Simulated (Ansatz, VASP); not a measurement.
# GaSb2: VASP beside Ansatz

One calculation is typed for both programs; each brings its own data sets and cutoff. How far apart do they land? The cell is invented: other elements were put on sites of a known structure type. It may not be a known or stable phase. The cell is taken from a series of VASP runs on this material, whose earlier steps may have relaxed, scaled or displaced it; both programs get it as it stands.

Method: plane waves, with VASP 6.6.1 beside it; single point at PBE, in Ansatz 0.2.0.

## (1) The starting structure

The structure is hexagonal, space group P6/mmm (No. 191). Conventional cell: a = 5.267 Å, b = 5.267 Å, c = 3.304 Å, α = 90.00°, β = 90.00°, γ = 120.00°. Nearest to Ga lie 2 Ga at 3.30 Å. Nearest to Sb lie 5 Sb at 3.04 to 3.30 Å. Farther neighbours are not listed.

Structure file:

```xyz
3
Lattice="5.2674 0.0000 0.0000 -2.6337 4.5617 0.0000 0.0000 0.0000 3.3041" Properties=species:S:1:pos:R:3 pbc="T T T"
Ga    0.0000    0.0000    0.0000
Sb    0.0000    3.0412    1.6520
Sb    2.6337    1.5206    1.6520
```

## (2) VASP: single point, PBE

With cell and atoms fixed, the geometry can't cause a difference; cores, projectors, grids and the points listed under the comparison can.

Lines of VASP's logs that name or quote its potential files are left out, and so is its time.

The input, INCAR:

```
SYSTEM = GaSb2
PREC = Accurate
ENCUT = 400
EDIFF = 1E-06
NELM = 100
ISMEAR = -1
SIGMA = 0.05
LREAL = .FALSE.
ALGO = Normal
GGA = PE
NBANDS = 17
LORBIT = 11
LWAVE = .FALSE.
LCHARG = .TRUE.
ISIF = 2
LELF = .TRUE.
LVHAR = .TRUE.
```

The input, POSCAR:

```
GaSb2
1.0
    5.2674424791     -0.0000000018      0.0000000000
   -2.6337212475      4.5617389959      0.0000000000
    0.0000000000      0.0000000000      3.3040976643
Ga Sb
1 2
Direct
    0.0000000000      0.0000000000      0.0000000000
    0.3333333300      0.6666666700      0.5000000000
    0.6666666700      0.3333333300      0.5000000000
```

The input, KPOINTS:

```
Automatic mesh
0
Gamma
6 6 8
0 0 0
```

Potentials, in the order of the species: Ga_d and Sb (PBE family, release 64).

Run with:

```console
$ mpirun -np 1 vasp_std
```

Numbers of over 12 decimals in the logs are rounded to 6 here.

The program printed:

```text
[banner, memory and clock lines left out]
running    1 mpi-ranks, on    1 nodes
 distrk:  each k-point on    1 cores,    1 groups
 distr:  one band on    1 cores,    1 groups

 POSCAR found type information on POSCAR GaSb
 POSCAR found :  2 types and       3 ions
 LDA part: xc-table for (Slater+PW92), standard interpolation
 POSCAR, INCAR and KPOINTS ok, starting setup
 FFT: planning ... GRIDC
 FFT: planning ... GRID_SOFT
 FFT: planning ... GRID
 WAVECAR not read
 entering main loop
       N       E                     dE             d eps       ncg     rms          rms(c)
DAV:   1     0.968990038655E+02    0.96899E+02   -0.90112E+03  1230   0.125E+03
DAV:   2    -0.349506195156E+01   -0.10039E+03   -0.98733E+02  1375   0.262E+02
DAV:   3    -0.106481314914E+02   -0.71531E+01   -0.70241E+01  1545   0.676E+01
DAV:   4    -0.107795195065E+02   -0.13139E+00   -0.13106E+00  1349   0.946E+00
DAV:   5    -0.107829307108E+02   -0.34112E-02   -0.34108E-02  1693   0.151E+00    0.274E+00
DAV:   6    -0.107717385036E+02    0.11192E-01   -0.20405E-02  1475   0.175E+00    0.156E+00
DAV:   7    -0.107679650283E+02    0.37735E-02   -0.10937E-02  1706   0.835E-01    0.944E-02
DAV:   8    -0.107679065451E+02    0.58483E-04   -0.10488E-03  1446   0.394E-01    0.320E-02
DAV:   9    -0.107679318716E+02   -0.25326E-04   -0.69460E-05  1351   0.617E-02    0.237E-02
DAV:  10    -0.107679290891E+02    0.27824E-05   -0.22222E-06  1137   0.119E-02    0.173E-03
DAV:  11    -0.107679286752E+02    0.41394E-06   -0.23730E-07   667   0.606E-03
   1 F= -.10767929E+02 E0= -.10761937E+02  d E =-.119831E-01
```

Parts of OUTCAR (step 2):

```text
ion  position               nearest neighbor table
   1  0.000  0.000  0.000-
   2  0.333  0.667  0.500-   3 3.04   3 3.04   3 3.04
   3  0.667  0.333  0.500-   2 3.04   2 3.04   2 3.04

  LATTYP: Found a hexagonal cell.
 ALAT       =     5.2674424791
 C/A-ratio  =     0.6272679156

 Subroutine GETGRP returns: Found 24 space group operations
 (whereof 24 operations were pure point group operations)

The static configuration has the point symmetry D_6h.

 Found     35 irreducible k-points:

   k-points           NKPTS =     35   k-points in BZ     NKDIM =     35   number of bands    NBANDS=     17

   dimension x,y,z NGX =    36 NGY =   36 NGZ =   24
   dimension x,y,z NGXF=    72 NGYF=   72 NGZF=   48

   ENCUT  =  400.0 eV  29.40 Ry    5.42 a.u.   8.59  8.59  5.39*2*pi/ulx,y,z

   NELECT =      23.0000    total number of electrons

 k-points in reciprocal lattice and weights: Automatic mesh
   0.00000000  0.00000000  0.00000000       0.003
   0.16666667  0.00000000  0.00000000       0.021
   0.33333333  0.00000000  0.00000000       0.021
   0.50000000  0.00000000  0.00000000       0.010
   0.16666667  0.16666667  0.00000000       0.021
   0.33333333  0.16666667  0.00000000       0.042
   0.33333333  0.33333333  0.00000000       0.007
   0.00000000  0.00000000  0.12500000       0.007
   0.16666667  0.00000000  0.12500000       0.042
[...]
0.33333333  0.16666667  0.50000000       0.042
   0.33333333  0.33333333  0.50000000       0.007

 average (electrostatic) potential at core
       1 -63.6591       2 -86.2516       3 -86.2516

 E-fermi :   7.0220

 k-point     1 :       0.0000    0.0000    0.0000
  band No.  band energies     occupation
    ...
      8       2.0796      2.00000
      9       3.0961      2.00000
     10       3.0961      2.00000
     11       4.7097      2.00000
     12       4.7097      2.00000
     13       8.4156      0.00000
     14      12.3270      0.00000
     15      12.3649      0.00000
     16      13.9873      0.00000
     17      13.9882      0.00000

 k-point     2 :       0.1667    0.0000    0.0000
  band No.  band energies     occupation
    ...
      8       1.4224      2.00000
      9       2.5961      2.00000
     10       3.6124      2.00000
     11       5.5919      2.00000
     12       6.1796      2.00000
     13       8.6041      0.00000
     14      11.9811      0.00000
     15      12.4120      0.00000
     16      12.6803      0.00000
     17      13.3232      0.00000

 k-point     3 :       0.3333    0.0000    0.0000
  band No.  band energies     occupation
    ...
      6      -4.7280      2.00000
      7      -2.4011      2.00000
      8       0.6541      2.00000
      9       2.0432      2.00000
     10       5.1841      2.00000
     11       7.2715      0.01353
     12       8.5284      0.00000
     13       9.1321      0.00000
     14      10.1487      0.00000
     15      11.1778      0.00000
    ...

  Total        0.7175086      0.7175086     -1.1296872     -0.0000000      0.0000000     -0.0000000
  in kB       14.4795345     14.4795345    -22.7974196     -0.0000000      0.0000000     -0.0000000
  external PRESSURE =       2.0538831 kB  Pullay stress =       0.0000000 kB

  energy-cutoff  :      400.00
  volume of cell :       79.39
      direct lattice vectors                 reciprocal lattice vectors
     5.267442479 -0.000000002  0.000000000     0.189845452  0.109607323  0.000000000
    -2.633721248  4.561738996  0.000000000     0.000000000  0.219214646  0.000000000
     0.000000000  0.000000000  3.304097664     0.000000000  0.000000000  0.302654492

 POSITION                                       TOTAL-FORCE (eV/Angst)
 -----------------------------------------------------------------------------------
      0.00000      0.00000      0.00000         0.000000      0.000000      0.000000
     -0.00000      3.04116      1.65205         0.000000      0.000000      0.000000
      2.63372      1.52058      1.65205        -0.000000     -0.000000     -0.000000
 -----------------------------------------------------------------------------------
    total drift:                               -0.000000      0.000000     -0.000000

  FREE ENERGIE OF THE ION-ELECTRON SYSTEM (eV)
  ---------------------------------------------------
  free  energy   TOTEN  =       -10.7679286752 eV

  energy  without entropy=      -10.7559455634  energy(sigma->0) =      -10.76193712

 total charge
# of ion       s       p       d       tot
------------------------------------------
    1        1.140   0.350   9.936  11.426
    2        1.239   1.085   0.037   2.360
    3        1.239   1.085   0.037   2.360
--------------------------------------------------
tot          3.617   2.520  10.009  16.147

[... 3 further parts left out ...]
```

This run has no spin polarisation. Its electron count is odd, so without a moment it is a metal by construction.

## (3) Ansatz: single point, PBE

Ansatz runs on its default PAW (the set named soft_2) files.

The same cell, functional, mesh and smearing now go to Ansatz, which takes its cutoff from its data sets.

The input, input.yaml:

```yaml
crystal:
  lattice:
    - [5.2674424791, -1.8e-09, 0.0]
    - [-2.6337212475, 4.5617389959, 0.0]
    - [0.0, 0.0, 3.3040976643]
  atoms:
    - { symbol: Ga, position: [0.0, 0.0, 0.0] }
    - { symbol: Sb, position: [0.33333333, 0.66666667, 0.5] }
    - { symbol: Sb, position: [0.66666667, 0.33333333, 0.5] }
hamiltonian:
  xc: pbe
  pseudopotentials: { kind: paw }
kpoints:
  mp_grid: { grid: [6, 6, 8] }
scf:
  occupations: { method: fermi_dirac, width: 0.05 }
  n_extra_bands: 4
output:
  forces: true
  stress: true
  eigenvalues: true
```

Run with:

```console
$ ansatz run input.yaml --threads 2 --pin off --max-ram 4608MiB --backend cpu --events-out ev --progress --plain --runs-dir out
```

The program printed:

```text
Warning: the atoms were moved onto the symmetric positions of the space group found under crystal.symmetry.tolerance 1.0e-5 (fractional; no operation is sought that the atoms, as they stand in a round, miss by more than twice it, and no atom is moved by as much as it), and the run uses the moved positions. Before a round's move an operation carried an atom to 5.27e-8 Å from where it should land, the largest such dist [...]
scf.n_extra_bands = 4 over 22 filled bands (N_el = 43.0): the run solves 26 bands
Engine: ansatz 0.2.0, aarch64-unknown-linux-gnu
Pseudopotentials: kind: paw
Pseudopotential: Ga, paw, valence charge 13, recommended cutoff 420 eV (normal), Ga.paw.azcp
Pseudopotential: Sb, paw, valence charge 15, recommended cutoff 420 eV (normal), Sb.paw.azcp
Functional definition: PBE
  parameter kappa = 0.804
  parameter beta = 0.066725
  exchange = pbe_x(kappa = kappa, mu = beta*pi^2/3)
  correlation = pbe_c(beta = beta)
Crystal: 3 atoms, lattice volume = 79.393 Å³
Basis set: ecut = 420 eV, 1553 PW (Γ), exchange–correlation on 72×72×48 points (8 copies of the dense FFT grid, shifted against one another)
Bands: 26, of which v1, the nominal top of the filled ones, is band 22 counted from 1 (21 counted from 0)
Symmetry: 24 space group operations
Space group: P6/mmm (ITA 191), of the structure as read, at distance tolerance 4.3e-5 Å
k-points: 35 of 288
Non-local potential: Ga, projectors of the file, l = 0: 2, l = 1: 2, l = 2: 3, l = 3: 1
Non-local potential: Sb, projectors of the file, l = 0: 2, l = 1: 2, l = 2: 2, l = 3: 2
PAW form: soft (Blöchl's): semilocal exchange-correlation on the pseudo side does not see the compensation charge
PAW one-centre angular grid: Ga, 590 points (default); XC on 64 Gauss nodes
PAW one-centre angular grid: Sb, 590 points (default); XC on 64 Gauss nodes
Initial density: superposition of atomic densities (neutral atoms: chi_scale 0, normalization atom), corrected by the library's trained network
Initial wavefunctions: pseudopotential atomic-orbital guess
Functional: x = pbe(κ = 0.804, μ = 0.219515), c = pbe(β = 0.066725)
SCF iter   1: F=—  HF=-16751.573755 eV  |F-HF|=—  |Δ(HF+E_count)|=         —  Δρ=1.28e-3  dr2=1.40e-3  ethr=1.77e-3  ⟨swp⟩=6.6  Hψ=4105  notcnv=0
preconditioner: auto → Kerker (q_TF=auto, 2.463 Å⁻¹)  [metal: Δε(μ)=0.085 eV  Ē_g=11.835 eV  σ=0.050 eV  W_gap=0.36  n_scr=26 (ndim 8)  ℏωp=20.0 eV  f_vac=0.000  D(μ)=1.39/eV (n_scr^D=6)]
SCF iter   2: F=—  HF=-16751.572547 eV  |F-HF|=—  |Δ(HF+E_count)|=   1.21e-3  Δρ=8.02e-4  dr2=7.24e-4  ethr=3.25e-6  ⟨swp⟩=2.0  Hψ=1939  notcnv=0
SCF iter   3: F=—  HF=-16751.572646 eV  |F-HF|=—  |Δ(HF+E_count)|=   9.91e-5  Δρ=3.24e-4  dr2=1.46e-4  ethr=1.68e-6  ⟨swp⟩=2.3  Hψ=1339  notcnv=0
SCF iter   4: F=—  HF=-16751.572648 eV  |F-HF|=—  |Δ(HF+E_count)|=   1.12e-6  Δρ=1.47e-4  dr2=1.02e-5  ethr=3.38e-7  ⟨swp⟩=2.0  Hψ=1141  notcnv=0
SCF iter   5: F=—  HF=-16751.572642 eV  |F-HF|=—  |Δ(HF+E_count)|=   5.15e-6  Δρ=8.42e-5  dr2=3.35e-6  ethr=2.36e-8  ⟨swp⟩=2.0  Hψ=1562  notcnv=0
SCF iter   6: F=—  HF=-16751.572641 eV  |F-HF|=—  |Δ(HF+E_count)|=   1.56e-6  Δρ=1.46e-5  dr2=1.58e-7  ethr=7.79e-9  ⟨swp⟩=2.0  Hψ=1664  notcnv=0
SCF iter   7: F=-16751.572641 eV  HF=-16751.572641 eV  |F-HF|=3.04e-9  |Δ(HF+E_count)|=   6.98e-8  Δρ=3.67e-6  dr2=1.32e-8  ethr=2.33e-10  ⟨swp⟩=5.5  Hψ=3320  notcnv=0
SCF 1 converged in 7 iterations: F = -16751.572641 eV  dr2 = 1.32e-8
  greatest PAW one-centre occupation: 0.996 electrons in one spin orbital (limit 2), on the Sb atom at site 2 (counted from 0), in its partial waves of l = 2
SCF converged after 7 iterations
Free energy (F): -16751.572641 eV
Harris-Foulkes:  -16751.572641 eV  (|F-HF|=3.04e-9)
Internal energy: -16751.560692 eV  (E = F + TS)
E sigma→0 (E₀):  -16751.566666 eV
Entropy (-TS):   -0.011949 eV (-3.983 meV/atom)
Fermi energy:    10.151099 eV
--- Per-component energies (eV) ---
  E_band       = -369.889898
  E_kinetic    = 526.314918
  E_local      = -4889.006183  (includes V_loc(G=0)·N_el)
  E_nonlocal   = 1144.024720
  E_hartree    = 2243.545549
  E_xc         = -346.046673
  E_vxc        = -250.034294  (∫ρ·V_xc dr)
  E_paw        = -11132.630118  (= ΣΔE_a)
  E_vpaw       = -1388.278635  (= ΣTr[D̂ρ^β])
  E_aug_tail   = -0.000120  (compensation charges beyond the density's cutoff)
  E_ewald      = -4297.762785
  E_smearing   = -0.011949  (= −TS)
  E_closure    = -0.000000  (closes the sum)
  Σ components = -16751.572641   (vs F -16751.572641, Δ=0.00e0)
--- Forces (eV/Å), atoms counted from 1 ---
  atom   1  Ga    -0.00000000     0.00000000     0.00000000
  atom   2  Sb    -0.00000000     0.00000000     0.00000000
  atom   3  Sb     0.00000000    -0.00000000     0.00000000
  max |Σ_I F_I| component: 1.85e-17 eV/Å
--- Stress (GPa, compression-positive) ---
        1.589441      -0.000000       0.000000
        0.000000       1.589441       0.000000
        0.000000       0.000000      -2.112926
  P = ⅓ Tr σ = 0.3553 GPa (3.553 kbar)
--- Band table (eV; the first three rows and the last of 35) ---
  k-point 0: bands = [... 18 lower, 6.2306, 6.2306, 7.8431, 7.8431, 11.5460, 15.4548, 15.5587, 17.1170]
  k-point 1: bands = [... 18 lower, 6.4010, 6.4010, 8.0647, 8.0647, 9.8673, 13.9561, 16.0349, 16.6266]
  k-point 2: bands = [... 18 lower, 6.8691, 6.8691, 7.9323, 8.7216, 8.7216, 11.4821, 13.5651, 15.0535]
  k-point 34: bands = [... 18 lower, 5.6119, 5.8835, 5.8835, 10.8987, 10.8987, 11.2016, 13.0343, 13.0343]
```

Elapsed: 1.7 s, on 2 threads of Arm Neoverse V2, shared host; peak memory 0.37 GiB; 3.2 s of CPU time.

The run ends at a pressure of 0.36 GPa.

## (4) Comparison

Known differences besides the potentials themselves: the data sets hold 43 valence electrons in Ansatz (default PAW (the set named soft_2) files) and 23 in VASP; the cutoff is 420 eV in Ansatz and 400 eV in VASP; VASP leaves aspherical gradient terms in its spheres out (LASPH is not set), Ansatz keeps them. Total energies have different zeros and are not compared.

Compared:

| quantity | Ansatz | VASP | difference |
| --- | --- | --- | --- |
| pressure (GPa) | 0.36 | 0.21 | +0.15 |

Ansatz's pressure holds a Pulay correction of 0.03 GPa; VASP's holds none.

## (5) What came out

* difference in pressure (single point, PBE): 0.15 GPa

The difference in pressure is 0.15 GPa (single point, PBE), within the 1 GPa picked in this series as the mark of a large difference. Such differences can come from data sets, numerical settings and the points named under the comparisons, not from the functional's error against experiment.

[Lines on the potential files, build, host, timing and source positions are cut from VASP's logs without a mark.]

[Logs are printed without paths, hosts, clocks, repeated set-up lines and the standing remarks that a program may print on its own settings, such as how far it seeks lower states.]

[Hosts, paths, dates, database ids (printed as entryN), source tags and the programs' standing remarks are cut or masked in the printed files.]
